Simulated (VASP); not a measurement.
All values below come from r2SCAN meta-GGA, VASP's PBE PAW potentials (set 64) (plane waves; VASP).

VASP input:

KPOINTS:
```
Automatic mesh
0
Gamma
1 1 1
0 0 0
```

POSCAR:
```
Ge atom
1
   12.0000000000     0.0000000000     0.0000000000
    0.0000000000    12.5000000000     0.0000000000
    0.0000000000     0.0000000000    13.0000000000
Ge
1
Direct
  0.0000000000   0.0000000000   0.0000000000
```

### INCAR
```
ALGO  =  All
EDIFF  =  1E-6
ENCUT  =  520
ISMEAR  =  0
ISPIN  =  2
ISYM  =  0
LASPH  =  T
LCHARG  =  F
LMAXMIX  =  4
LMIXTAU  =  T
LORBIT  =  10
LREAL  =  F
LWAVE  =  F
MAGMOM  =  2
METAGGA  =  R2SCAN
NELM  =  200
NUPDOWN  =  2
PREC  =  Normal
SIGMA  =  0.01
SYSTEM  =  Ge atom
```

POTCAR, in this order: Ge_d (PBE.64 set). Program: vasp_gam. Read from the step before: WAVECAR.

The resulting files:

OUTCAR:
```
 ion  position               nearest neighbor table
   1  0.000  0.000  0.000-
 Subroutine IBZKPT returns following result:
 Found      1 irreducible k-points:

 Following reciprocal coordinates:
            Coordinates               Weight
  0.000000  0.000000  0.000000      1.000000
   k-points           NKPTS =      1   k-points in BZ     NKDIM =      1   number of bands    NBANDS=     12
   number of dos      NEDOS =    301   number of ions     NIONS =      1
   total plane-waves  NPLWV = 392000
   dimension x,y,z NGX =    70 NGY =   70 NGZ =   80
   dimension x,y,z NGXF=   140 NGYF=  140 NGZF=  160
   ions per type =               1
   PREC   = normal    normal or accurate (medium, high low for compatibility)
   ISTART =      1    job   : 0-new  1-cont  2-samecut
   ICHARG =      0    charge: 1-file 2-atom 10-const
   ISPIN  =      2    spin polarized calculation?
   LNONCOLLINEAR =      F non collinear calculations
   LSORBIT =      F    spin-orbit coupling
   INIWAV =      1    electr: 0-lowe 1-rand  2-diag
   ENCUT  =  520.0 eV  38.22 Ry    6.18 a.u.  22.31 23.24 24.17*2*pi/ulx,y,z
   NELM   =    200;   NELMIN=  2; NELMDL=  0     # of ELM steps
   EDIFF  = 0.1E-05   stopping-criterion for ELM
   LREAL  =      F    real-space projection
...
```

File OSZICAR:
```
       N       E                     dE             d eps       ncg     rms           ort
SDA:   1    -0.980256380934E+01   -0.98026E+01    0.00000E+00    12   0.984E-01   0.000E+00
CGA:   2    -0.981679532631E+01   -0.14232E-01   -0.14051E-01    12   0.341E-01  -0.679E-02
SDA:   3    -0.987223917126E+01   -0.55444E-01   -0.55591E-01    12   0.265E+00  -0.573E-01
SDA:   4    -0.987798811154E+01   -0.57489E-02   -0.97598E-01    12   0.107E+01  -0.427E+00
CGA:   5    -0.999387482338E+01   -0.11589E+00   -0.11281E+00    12   0.155E-01   0.189E-01
CGA:   6    -0.999715104042E+01   -0.32762E-02   -0.32770E-02    12   0.307E-02   0.426E-04
CGA:   7    -0.999785473275E+01   -0.70369E-03   -0.70374E-03    12   0.912E-03   0.601E-04
CGA:   8    -0.999810132770E+01   -0.24659E-03   -0.24533E-03    12   0.176E-03   0.433E-04
CGA:   9    -0.999814793645E+01   -0.46609E-04   -0.46409E-04    12   0.552E-04   0.982E-05
CGA:  10    -0.999816397016E+01   -0.16034E-04   -0.15725E-04    12   0.151E-04   0.757E-05
SDA:  11    -0.999817082600E+01   -0.68558E-05   -0.10326E-04    12   0.225E-04  -0.108E-04
CGA:  12    -0.999817350700E+01   -0.26810E-05   -0.37412E-05    12   0.311E-05   0.508E-05
SDA:  13    -0.999817438931E+01   -0.88231E-06   -0.91566E-06    12   0.178E-05   0.119E-05
SDA:  14    -0.999817844521E+01   -0.40559E-05   -0.41587E-05    12   0.835E-05  -0.118E-05
 trl  15    -0.999817836058E+01    0.84627E-07   -0.17855E-06    12   0.835E-05   0.308E-05
CGA:  16    -0.999817834850E+01    0.96714E-07   -0.17855E-06    12   0.118E-05   0.472E-06
SDA:  17    -0.999817943998E+01   -0.10915E-05   -0.11232E-05    12   0.125E-05   0.944E-06
SDA:  18    -0.999818007392E+01   -0.63394E-06   -0.20456E-06    12   0.992E-06   0.102E-05
   1 F= -.99981801E+01 E0= -.99981801E+01  d E =-.126826E-14  mag=     2.0000
```

File OUTCAR:
```
------------------------ aborting loop because EDIFF is reached ----------------------------------------
  FORCE on cell =-STRESS in cart. coord.  units (eV):
  Direction    XX          YY          ZZ          XY          YZ          ZX
  --------------------------------------------------------------------------------------
  Total       -0.0207665     -0.0194155      0.0029714     -0.0020508     -0.0015107     -0.0004770
  in kB       -0.0170624     -0.0159524      0.0024414     -0.0016850     -0.0012412     -0.0003919
  external PRESSURE =      -0.0101911 kB  Pullay stress =       0.0000000 kB
  volume of cell :     1950.00
      direct lattice vectors                 reciprocal lattice vectors
    12.000000000  0.000000000  0.000000000     0.083333333  0.000000000  0.000000000
     0.000000000 12.500000000  0.000000000     0.000000000  0.080000000  0.000000000
     0.000000000  0.000000000 13.000000000     0.000000000  0.000000000  0.076923077
 POSITION                                       TOTAL-FORCE (eV/Angst)
 -----------------------------------------------------------------------------------
      0.00000      0.00000      0.00000        -0.000011      0.000023      0.000007
 -----------------------------------------------------------------------------------
    total drift:                               -0.000011      0.000023      0.000007
  FREE ENERGIE OF THE ION-ELECTRON SYSTEM (eV)
  ---------------------------------------------------
  free  energy   TOTEN  =        -9.9981800739 eV

  energy  without entropy=       -9.9981800739  energy(sigma->0) =       -9.99818007

 total charge

# of ion       s       p       d       tot
------------------------------------------
    1        1.296   0.770   9.954  12.020

 magnetization (x)

# of ion       s       p       d       tot
------------------------------------------
    1       -0.008   0.770  -0.002   0.761
```
(Selected blocks of OUTCAR.)

The atom may not be in its lowest state.

The cell is a free atom in a box.
